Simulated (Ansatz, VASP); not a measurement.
# NaCl in two plane-wave programs, part 2 of 2

One calculation is typed for both programs; each brings its own data sets. How far apart do they land? The cell is taken from a series of runs on this material, whose earlier steps may have relaxed, scaled, displaced or heated it; both programs get it as it stands.

VASP 6.6.1 and Ansatz 0.2.0.

So far: Set-up; VASP: dielectric response, r2SCAN.

### Step 3. Ansatz: dielectric response, r2SCAN

Level of this step: Ansatz beside VASP: Kohn-Sham DFT, plane waves, r2SCAN (Ansatz).

Ansatz runs on its default PAW (the set named soft_2) files.

The same cell, functional and mesh now go to Ansatz, which takes its cutoff from its data sets.

input.yaml reads:

```yaml
crystal:
  lattice:
    - [0.0, 2.81, 2.81]
    - [2.81, 0.0, 2.81]
    - [2.81, 2.81, 0.0]
  atoms:
    - { symbol: Cl, position: [0.5, 0.5, 0.5] }
    - { symbol: Na, position: [0.0, 0.0, 0.0] }
kpoints:
  mp_grid: { grid: [7, 7, 7] }
scf:
  occupations: { method: fixed }
hamiltonian:
  xc: r2scan
  pseudopotentials: { kind: paw }
dielectric: {}
```

Launch:

```sh
$ ansatz run input.yaml --threads 4 --pin off --max-ram 8192MiB --backend cpu --events-out ev --progress --plain --runs-dir out
```

Numbers of over 12 decimals in the logs are rounded to 6 here.

Output:

```text
Engine: ansatz 0.2.0, aarch64-unknown-linux-gnu
Pseudopotentials: kind: paw
Pseudopotential: Cl, paw, valence charge 7, recommended cutoff 500 eV (meta_gga), Cl.paw.azcp
Pseudopotential: Na, paw, valence charge 9, recommended cutoff 500 eV (meta_gga), Na.paw.azcp
Functional definition: r2SCAN
  parameter k0 = 0.174
  parameter k1 = 0.065
  parameter a1 = 4.9479
  exchange = r2scan_x(k0 = k0, k1 = k1, a1 = a1)
  correlation = r2scan_c
Crystal: 2 atoms, lattice volume = 44.376 Å³
Basis set: ecut = 500 eV, 1139 PW (Γ), exchange–correlation on 120×120×120 points (64 copies of the dense FFT grid, shifted against one another)
Bands: 12, of which v1, the nominal top of the filled ones, is band 8 counted from 1 (7 counted from 0)
Symmetry: 48 space group operations
k-points: 40 of 343 (irreducible under 8 space group operations, time reversal used)
Non-local potential: Cl, projectors of the file, l = 0: 2, l = 1: 2, l = 2: 2
Non-local potential: Na, projectors of the file, l = 0: 3, l = 1: 2, l = 2: 1
PAW form: soft (Blöchl's): semilocal exchange-correlation on the pseudo side does not see the compensation charge
PAW frozen core: Cl, regenerated for the run's functional (the file was generated under x = pbe(κ = 0.804, μ = 0.219515), c = pbe(β = 0.066725))
PAW frozen core: Na, regenerated for the run's functional (the file was generated under x = pbe(κ = 0.804, μ = 0.219515), c = pbe(β = 0.066725))
PAW one-centre angular grid: Cl, 302 points (default); XC on 160 Gauss nodes
PAW one-centre angular grid: Na, 302 points (default); XC on 339 of its mesh's 2595 points in the sphere
Initial density: superposition of atomic densities (neutral atoms: chi_scale 0, normalization atom), corrected by the library's trained network
Initial wavefunctions: pseudopotential atomic-orbital guess
Functional: x = r2scan, c = r2scan; τ floored in thin density (d = 2e-4 eV/Å³)
SCF iter   1: F=—  HF=-2576.318038 eV  |F-HF|=—  |Δ(HF+E_count)|=         —  Δρ=7.19e-3  dr2=1.02e-2  dr2_τ=1.88e-3  ethr=1.77e-3  ⟨swp⟩=4.7  Hψ=2476  notcnv=0  defer=76
preconditioner: auto → none  [insulator: Δε(μ)=5.923 eV  Ē_g=14.585 eV  n_scr=14 (ndim 8)  ℏωp=15.8 eV  f_vac=0.027  ε∞_Penn≈2.2]
SCF iter   2: F=—  HF=-2576.327289 eV  |F-HF|=—  |Δ(HF+E_count)|=   9.25e-3  Δρ=1.98e-3  dr2=9.16e-4  dr2_τ=2.16e-4  ethr=6.36e-5  ⟨swp⟩=2.3  Hψ=1225  notcnv=0  defer=74
SCF iter   3: F=—  HF=-2576.327391 eV  |F-HF|=—  |Δ(HF+E_count)|=   1.02e-4  Δρ=6.33e-4  dr2=1.08e-4  dr2_τ=2.09e-5  ethr=5.73e-6  ⟨swp⟩=2.5  Hψ=778  notcnv=0  defer=78
SCF iter   4: F=—  HF=-2576.327400 eV  |F-HF|=—  |Δ(HF+E_count)|=   9.01e-6  Δρ=2.79e-4  dr2=1.29e-5  dr2_τ=1.63e-6  ethr=6.75e-7  ⟨swp⟩=2.1  Hψ=628  notcnv=0  defer=53
SCF iter   5: F=—  HF=-2576.327411 eV  |F-HF|=—  |Δ(HF+E_count)|=   1.06e-5  Δρ=1.31e-5  dr2=4.74e-8  dr2_τ=8.77e-9  ethr=8.04e-8  ⟨swp⟩=2.9  Hψ=800  notcnv=0
SCF iter   6: F=—  HF=-2576.327406 eV  |F-HF|=—  |Δ(HF+E_count)|=   4.59e-6  Δρ=2.29e-6  dr2=2.69e-9  dr2_τ=1.67e-10  ethr=2.96e-10  ⟨swp⟩=2.1  Hψ=652  notcnv=0
SCF iter   7: F=-2576.327406 eV  HF=-2576.327406 eV  |F-HF|=3.14e-11  |Δ(HF+E_count)|=  3.27e-10  Δρ=3.26e-7  dr2=5.93e-11  dr2_τ=2.36e-12  ethr=1.00e-12  ⟨swp⟩=2.9  Hψ=1970  notcnv=0
SCF 1 converged in 7 iterations: F = -2576.327406 eV  dr2 = 5.93e-11
  greatest PAW one-centre occupation: 1.000 electrons in one spin orbital (limit 2), on the Na atom at site 1 (counted from 0), in its partial waves of l = 0
NSCF: frozen V_eff on 5 k-points
DFPT response loops at Γ: preconditioner auto → none (the input reference at scf.mixing.eps_inf says where Resta's filter doesn't serve); β = 0.50; Broyden in place of MSR1
SCF converged after 7 iterations
Free energy (F): -2576.327406 eV
Harris-Foulkes:  -2576.327406 eV  (|F-HF|=3.14e-11)
Internal energy: -2576.327406 eV  (E = F + TS)
E sigma→0 (E₀):  -2576.327406 eV
Fermi energy:    0.758974 eV
--- Per-component energies (eV) ---
  E_band       = -249.075664
  E_kinetic    = 282.743632
  E_local      = -1526.391928  (includes V_loc(G=0)·N_el)
  E_nonlocal   = 144.200532
  E_hartree    = 538.880105
  E_xc         = -141.753258
  E_vxc        = -191.260374  (∫ρ·V_xc dr)
  E_paw        = -934.358671  (= ΣΔE_a)
  E_vpaw       = -48.291343  (= ΣTr[D̂ρ^β])
  E_aug_tail   = 0.000012  (compensation charges beyond the density's cutoff)
  E_vtau       = 12.163693  (kinetic-family band-sum trace: ∫τ·v_τ [+ j·A + Jᵃ·Aᵃ] dr)
  E_ewald      = -939.485157
  E_core_change = -0.162674  (= ΣΔE_core)
  E_smearing   = -0.000000  (= −TS)
  E_closure    = 0.000000  (closes the sum)
  Σ components = -2576.327406   (vs F -2576.327406, Δ=0.00e0)
--- Band table (eV; the first three rows and the last of 40) ---
  k-point 0: bands = [... 4 lower, -12.4807, 0.7590, 0.7590, 0.7590, 6.7014, 12.4916, 12.4916, 12.4916]
  k-point 1: bands = [... 4 lower, -12.4174, 0.2977, 0.7041, 0.7041, 7.3286, 11.8559, 12.7416, 12.7416]
  k-point 2: bands = [... 4 lower, -12.2704, -0.5494, 0.5855, 0.5855, 8.3715, 11.5046, 12.7716, 12.7716]
  k-point 39: bands = [... 4 lower, -12.0657, -0.5441, -0.4692, 0.1254, 10.3383, 10.8081, 11.5358, 13.3897]
--- Dielectric response (ions clamped): 1 representative field direction + reference, on 40 of 343 k-points (Σ response iterations 6) ---
  k mesh reduced under 8 symmetry operations, with k and −k counted as one. Each operation leaves every solved perturbation unchanged. A smaller set is not considered because the run solves the response to a homogeneous field
  ε∞ (high-frequency dielectric tensor):
        2.408139    -0.000000    -0.000000
        0.000000     2.408139    -0.000000
        0.000000     0.000000     2.408139
  Born effective charges Z* (e; rows j = field, columns β = displacement):
    site 0:
        -1.07984    0.00000    0.00000
         0.00000   -1.07984   -0.00000
         0.00000    0.00000   -1.07984
    site 1:
         1.07984   -0.00000    0.00000
         0.00000    1.07984    0.00000
         0.00000   -0.00000    1.07984
  Z* charge neutrality: 1.734e-3 e pre-enforcement
  k-mesh period / interband length: 27.8 Å / 1.20 Å = 23.25 at k = (0.0000, 0.0000, 0.0000), direct gap 5.942 eV — 14 or more, which is no proof of convergence
```

### Step 4. Comparison

Known differences besides the potentials themselves: VASP keeps PBE cores, Ansatz makes them for the functional; fixed occupations in Ansatz, narrow Gaussian smearing in VASP; the data sets hold 16 valence electrons in Ansatz (on its default PAW (the set named soft_2) files) and 14 in VASP; the cutoff is 500 eV in Ansatz and 440 eV in VASP; VASP takes ε∞ from a finite field, Ansatz from linear response. Total energies have different zeros and are not compared.

Both answers:

| quantity | Ansatz | VASP | difference |
| --- | --- | --- | --- |
| ε∞ xx | 2.41 | 2.40 | +0.25 % |
| ε∞ yy | 2.41 | 2.40 | +0.25 % |
| ε∞ zz | 2.41 | 2.40 | +0.25 % |

### Step 5. Results

```json
{"difference in ε∞ xx (dielectric response, r2SCAN)": "0.25 %"}
```

What this shows: The difference in ε∞ xx is 0.25 % (dielectric response, r2SCAN), within the 5 % picked in this series as the mark of a large difference. The data sets hold unlike numbers of valence electrons (16 in Ansatz and 14 in VASP), so part of the differences comes from the potentials. Such differences can come from data sets, numerical settings and the points named under the comparisons, not from the functional's error against experiment.

[Lines on the potential files, build, host, timing and source positions are cut from VASP's logs without a mark.]

[Logs are printed without paths, hosts, clocks, repeated set-up lines and the standing remarks that a program may print on its own settings, such as how far it seeks lower states.]

[Hosts, paths, dates, database ids (printed as entryN), source tags and the programs' standing remarks are cut or masked in the printed files.]
